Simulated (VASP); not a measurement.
# C18Se in VASP: single point with PBE

Aim: the single point of C18Se with PBE.

Everything below comes from runs of VASP 6.6.1. Logs are shortened: lines on timing, memory, paths and dates and some standing lists are left out, and cuts for length are marked.

## (1) Starting point

The cell holds a slab with vacuum, 19 atoms: a = 7.398 Å, b = 7.398 Å, c = 12.000 Å, α = 90.00°, β = 90.00°, γ = 120.00°.

The cell was built by a generator and needn't be a form met in nature.

## (2) Single point, PBE

INCAR

```
SYSTEM = C18Se
PREC = Accurate
ENCUT = 520
EDIFF = 1E-7
ISMEAR = 0
SIGMA = 0.02
LREAL = Auto
LASPH = .True.
NELM = 100
ALGO = Fast
ISIF = 2
LWAVE = .False.
LCHARG = .False.
GGA = PE
NBANDS = 54
```

KPOINTS

```
Automatic mesh
0
Gamma
  2 2 1
  0 0 0
```

POSCAR

```
C18Se
1.0
    7.3980000000      0.0000000000      0.0000000000
   -3.6990000000      6.4068560000      0.0000000000
    0.0000000000      0.0000000000     12.0000000000
C Se
18 1
Direct
   -0.0067285043      0.0003233952      0.1032940408
    0.2224693686      0.1148722899      0.1033351298
   -0.0049399682      0.3338879550      0.0769459926
    0.2207622866      0.4467172965      0.0769474237
   -0.0049511759      0.6685157805      0.0769701330
    0.2207563389      0.7813348993      0.0769533690
    0.3310411722     -0.0009189598      0.0837814153
    0.5527882749      0.1124786488      0.0789088984
    0.3310608400      0.3392669995      0.0838024409
    0.5528181201      0.4476256376      0.0789351271
    0.3317286564      0.6695148266      0.0747208301
    0.5522548048      0.7797752823      0.0785556855
    0.6629587689      0.0026864724      0.0789156144
    0.8847227635      0.1161167018      0.0837796905
    0.6635396531      0.3354088217      0.0785350710
    0.8840796210      0.4457196757      0.0747336659
    0.6629862961      0.6675773513      0.0789630831
    0.8847465419      0.7759698040      0.0838016771
    0.1081491415      0.0574471218      0.2706201119
```

Potentials or basis: VASP PAW PBE potentials, release 64 (C, Se).

The run is started by

```
$ cat potpaw_PBE.64/C/POTCAR potpaw_PBE.64/Se/POTCAR > POTCAR
$ mpirun -np 1 vasp_std > vasp.out
```

OUTCAR:

```text
SYSTEM = C18Se
   PREC = Accurate
   ENCUT = 520
   EDIFF = 1E-7
   ISMEAR = 0
   LREAL = Auto
   LASPH = .True.
   NELM = 100
   ISIF = 2
   GGA = PE

 ion  position               nearest neighbor table
   1  0.993  0.000  0.103-  14 1.46  18 1.46   2 1.47  19 2.14
   2  0.222  0.115  0.103-   7 1.46   9 1.46   1 1.47  19 2.14
   3  0.995  0.334  0.077-  14 1.40  16 1.43   4 1.45
   4  0.221  0.447  0.077-   9 1.40  11 1.43   3 1.45
   5  0.995  0.669  0.077-  18 1.40  16 1.43   6 1.45
   6  0.221  0.781  0.077-   7 1.40  11 1.43   5 1.45
   7  0.331  0.999  0.084-   6 1.40   8 1.42   2 1.46
   8  0.553  0.112  0.079-  13 1.41   7 1.42  15 1.43
[... 8 lines left out ...]
  17  0.663  0.668  0.079-  10 1.41  18 1.42  12 1.43
  18  0.885  0.776  0.084-   5 1.40  17 1.42   1 1.46
  19  0.108  0.057  0.271-   2 2.14   1 2.14

  LATTYP: Found a hexagonal cell.
 ALAT       =     7.3980000000
 C/A-ratio  =     1.6220600162

  Lattice vectors:

 A1 = (   7.3980000000,   0.0000000000,   0.0000000000)
 A2 = (  -3.6990000000,   6.4068560000,   0.0000000000)
 A3 = (   0.0000000000,   0.0000000000,  12.0000000000)

Analysis of symmetry for initial positions (statically):
=====================================================================
 Subroutine PRICEL returns:
 Original cell was already a primitive cell.

 Routine SETGRP: Setting up the symmetry group for a
 hexagonal supercell.

 Subroutine GETGRP returns: Found  1 space group operations
 (whereof  1 operations were pure point group operations)
 out of a pool of 24 trial point group operations.

The static configuration has the point symmetry C_1 .

Analysis of symmetry for dynamics (positions and initial velocities):
=====================================================================
 Subroutine PRICEL returns:
 Original cell was already a primitive cell.

 Routine SETGRP: Setting up the symmetry group for a
 hexagonal supercell.

 Subroutine GETGRP returns: Found  1 space group operations
 (whereof  1 operations were pure point group operations)
 out of a pool of 24 trial point group operations.

The dynamic configuration has the point symmetry C_1 .

 Subroutine INISYM returns: Found  1 space group operations
 (whereof  1 operations are pure point group operations),
 and found     1 'primitive' translations

----------------------------------------------------------------------------------------

                                     Primitive cell

  volume of cell :     568.7750

  direct lattice vectors                    reciprocal lattice vectors
     7.398000000  0.000000000  0.000000000     0.135171668  0.078041398  0.000000000
    -3.699000000  6.406856000  0.000000000     0.000000000  0.156082796  0.000000000
     0.000000000  0.000000000 12.000000000     0.000000000  0.000000000  0.083333333

  length of vectors
     7.398000000  7.398000054 12.000000000     0.156082797  0.156082796  0.083333333

  position of ions in fractional coordinates (direct lattice)
     0.993271496  0.000323395  0.103294041
     0.222469369  0.114872290  0.103335130
     0.995060032  0.333887955  0.076945993
     0.220762287  0.446717296  0.076947424
     0.995048824  0.668515781  0.076970133
     0.220756339  0.781334899  0.076953369
[... 11 lines left out ...]
     0.884746542  0.775969804  0.083801677
     0.108149142  0.057447122  0.270620112

  ion indices of the primitive-cell ions
   primitive index   ion index
                 1           1
                 2           2
                 3           3
                 4           4
                 5           5
                 6           6
[... 11 lines left out ...]
                18          18
                19          19

----------------------------------------------------------------------------------------

 KPOINTS: Automatic mesh

Automatic generation of k-mesh.
 Grid dimensions read from file:
 generate k-points for:    2    2    1

 Generating k-lattice:

  Cartesian coordinates                     Fractional coordinates (reciprocal lattice)
     0.067585834  0.039020699  0.000000000     0.500000000  0.000000000  0.000000000
     0.000000000  0.078041398  0.000000000     0.000000000  0.500000000  0.000000000
     0.000000000  0.000000000  0.083333333     0.000000000  0.000000000  1.000000000

  Length of vectors
     0.078041399  0.078041398  0.083333333

  Shift w.r.t. Gamma in fractional coordinates (k-lattice)
     0.000000000  0.000000000  0.000000000

 Subroutine IBZKPT returns following result:
 ===========================================

 Found      4 irreducible k-points:

 Following reciprocal coordinates:
            Coordinates               Weight
  0.000000  0.000000  0.000000      1.000000
  0.500000  0.000000  0.000000      1.000000
  0.000000  0.500000  0.000000      1.000000
  0.500000  0.500000  0.000000      1.000000
   k-points           NKPTS =      4   k-points in BZ     NKDIM =      4   number of bands    NBANDS=     54
   number of dos      NEDOS =    301   number of ions     NIONS =     19
   total plane-waves  NPLWV = 282240
   dimension x,y,z NGX =    56 NGY =   56 NGZ =   90
   dimension x,y,z NGXF=   112 NGYF=  112 NGZF=  180
   ions per type =              18   1
   NGX,Y,Z   is equivalent  to a cutoff of  12.58, 12.58, 12.47 a.u.
   NGXF,Y,Z  is equivalent  to a cutoff of  25.17, 25.17, 24.94 a.u.
 SYSTEM =  C18Se
   PREC   = accura    normal or accurate (medium, high low for compatibility)
   ISTART =      0    job   : 0-new  1-cont  2-samecut
   ICHARG =      2    charge: 1-file 2-atom 10-const
   ISPIN  =      1    spin polarized calculation?
   LNONCOLLINEAR =      F non collinear calculations
   LSORBIT =      F    spin-orbit coupling
   LASPH  =      T    aspherical Exc in radial PAW
   ENCUT  =  520.0 eV  38.22 Ry    6.18 a.u.  13.76 13.76 22.31*2*pi/ulx,y,z
   NELM   =    100;   NELMIN=  2; NELMDL= -5     # of ELM steps
   EDIFF  = 0.1E-06   stopping-criterion for ELM
   LREAL  =      T    real-space projection
   EDIFFG = 0.1E-05   stopping-criterion for IOM
   NSW    =      0    number of steps for IOM
   IBRION =     -1    ionic relax: 0-MD 1-quasi-New 2-CG
   NFREE  =      0    steps in history (QN), initial steepest desc. (CG)
   ISIF   =      2    stress and relaxation
   ISYM   =      2    0-nonsym 1-usesym 2-fastsym
   POTIM  = 0.5000    time-step for ionic-motion
   TEBEG  =    0.0;   TEEND  =   0.0 temperature during run
   PSTRESS=    0.0 pullay stress
   NELECT =      78.0000    total number of electrons
   NUPDOWN=      -1.0000    fix difference up-down
   EMIN   =  10.00;   EMAX   =-10.00  energy-range for DOS
   EFERMI =   0.00;   METHOD = LEGACY
   ISMEAR =     0;   SIGMA  =   0.02  broadening in eV -4-tet -1-fermi 0-gaus
   EFERMI_NEDOS =   21; number of points for ismear=-14 and -15
   IALGO  =     68    algorithm
   IMIX   =      4    mixing-type and parameters
     AMIX     =   0.40;   BMIX     =  1.00
     AMIX_MAG =   1.60;   BMIX_MAG =  1.00
  volume/ion in A,a.u.               =      29.94       202.01
  Fermi-wavevector in a.u.,A,eV,Ry     =   0.844228  1.595359  9.697146  0.712720
  Thomas-Fermi vector in A             =   1.959222
   LORBIT       =      0    0 simple, 1 ext, 2 COOP (PROOUT), +10 PAW based schemes
   GGA     = PE    functional components
   LHFCALC =     F    Hartree Fock is set to
   AEXX    =    0.0000 exact exchange contribution
   IVDW    =     0    specifies the selected vdW correction
   LEPSILON=     F    determine dielectric tensor
   LRPA    =     F    only Hartree local field effects (RPA)
 non-spin polarized calculation
 RMM-DIIS sequential band-by-band and
 Gauss-broadening in eV      SIGMA  =   0.02
  energy-cutoff  :      520.00
  volume of cell :      568.78
 maximum number of plane-waves:     15363
 NGX is ok and might be reduce to    56
   NGX = 27   NGY = 27   NGZ = 45

 number of electron      78.0000005 magnetization

 Free energy of the ion-electron system (eV)
  ---------------------------------------------------
  ext. energy  EPLUGINS =         0.00000000
  ---------------------------------------------------
  free energy    TOTEN  =      -166.91693286 eV

  energy without entropy =     -166.91693286  energy(sigma->0) =     -166.91693286

 E-fermi :  -1.5952     XC(G=0):  -4.1549

 val. band max:       -1.7414312463   @ k =   0.0000   0.0000   0.0000
 cond. band min:      -1.4436561727   @ k =   0.0000   0.0000   0.0000
 fundamental gap:      0.2977750736
 Fermi energy:        -1.5952321524

 k-point     1 :       0.0000    0.0000    0.0000
  band No.  band energies     occupation
      1     -21.3000      2.00000
      2     -19.1653      2.00000
      3     -18.6764      2.00000
      4     -18.6700      2.00000
      5     -18.6349      2.00000
      6     -18.5613      2.00000
[... 43 lines left out ...]
     50       3.3325      0.00000
     51       5.5037      0.00000

 k-point     2 :       0.5000    0.0000    0.0000
  band No.  band energies     occupation
      1     -20.7538      2.00000
      2     -20.5474      2.00000
      3     -19.3774      2.00000
      4     -19.2931      2.00000
      5     -17.1255      2.00000
      6     -16.8772      2.00000
[... 43 lines left out ...]
     50       4.2662      0.00000
     51       4.6126      0.00000

 k-point     3 :       0.0000    0.5000    0.0000
  band No.  band energies     occupation
      1     -20.7805      2.00000
      2     -20.5126      2.00000
      3     -19.4397      2.00000
      4     -19.2224      2.00000
      5     -17.2386      2.00000
      6     -16.7907      2.00000
[... 43 lines left out ...]
     50       4.1711      0.00000
     51       4.3295      0.00000

 k-point     4 :       0.5000    0.5000    0.0000
  band No.  band energies     occupation
      1     -20.7805      2.00000
      2     -20.5127      2.00000
      3     -19.4396      2.00000
      4     -19.2224      2.00000
      5     -17.2385      2.00000
      6     -16.7908      2.00000
[... 43 lines left out ...]
     50       4.1712      0.00000
     51       4.3241      0.00000
 [bands above 51 left out]

------------------------ aborting loop because EDIFF is reached ----------------------------------------

  FORCE on cell =-STRESS in cart. coord.  units (eV):
  Direction    XX          YY          ZZ          XY          YZ          ZX
  --------------------------------------------------------------------------------------
  -------------------------------------------------------------------------------------
  Total        3.6032935      2.4789983     -0.0751934      0.9758336      0.0260581     -0.0153474
  in kB       10.1500852      6.9830682     -0.2118116      2.7488169      0.0734028     -0.0432318
  external PRESSURE =       5.6404472 kB  Pullay stress =       0.0000000 kB

 VOLUME and BASIS-vectors are now :
 -----------------------------------------------------------------------------
  energy-cutoff  :      520.00
  volume of cell :      568.78
      direct lattice vectors                 reciprocal lattice vectors
     7.398000000  0.000000000  0.000000000     0.135171668  0.078041398  0.000000000
    -3.699000000  6.406856000  0.000000000     0.000000000  0.156082796  0.000000000
     0.000000000  0.000000000 12.000000000     0.000000000  0.000000000  0.083333333

 POSITION                                       TOTAL-FORCE (eV/Angst)
 -----------------------------------------------------------------------------------
      7.34703      0.00207      1.23953         0.001652     -0.008791      0.004819
      1.22092      0.73597      1.24002         0.009619      0.011170      0.001351
      6.12640      2.13917      0.92335         0.000868      0.000426     -0.001070
     -0.01921      2.86205      0.92337        -0.009283      0.002193     -0.000647
      4.88853      4.28308      0.92364         0.009975      0.000111     -0.001342
     -1.25700      5.00590      0.92344        -0.009204     -0.008819     -0.004240
[... 11 lines left out ...]
      3.67504      4.97153      1.00562        -0.004900      0.002818      0.002855
      0.58759      0.36806      3.24744        -0.002484     -0.006432      0.020952
 -----------------------------------------------------------------------------------
    total drift:                               -0.017811     -0.004750      0.025989

  FREE ENERGIE OF THE ION-ELECTRON SYSTEM (eV)
  ---------------------------------------------------
  free  energy   TOTEN  =      -166.9169328570 eV

  energy  without entropy=     -166.9169328570  energy(sigma->0) =     -166.91693286
```

Run time: 3.2 min. Hardware: 1 thread of Intel Xeon Platinum 8488C (Sapphire Rapids), shared host; peak memory 0.59 GiB.

Results:

```yaml
Free_energy: -166.9169 eV
Largest_force: 0.022 eV/Å
Band_gap_on_the_k_mesh: 0.30 eV, direct
```

Forces on the atoms (eV/Å):
```
C    0.002 -0.009  0.005
C    0.010  0.011  0.001
C    0.001  0.000 -0.001
C   -0.009  0.002 -0.001
C    0.010  0.000 -0.001
C   -0.009 -0.009 -0.004
C   -0.005  0.003 -0.001
C    0.000  0.003 -0.003
C    0.002 -0.010  0.000
C    0.007 -0.006  0.003
C   -0.010  0.001 -0.008
C    0.000 -0.002 -0.004
C    0.004  0.005  0.005
C    0.009 -0.002  0.002
C   -0.004  0.004 -0.002
C    0.003  0.004 -0.009
C   -0.002  0.006 -0.007
C   -0.005  0.003  0.003
Se  -0.002 -0.006  0.021
```

Caveat: the k mesh is coarse (spacing up to 0.49 Å⁻¹), so the values aren't converged.
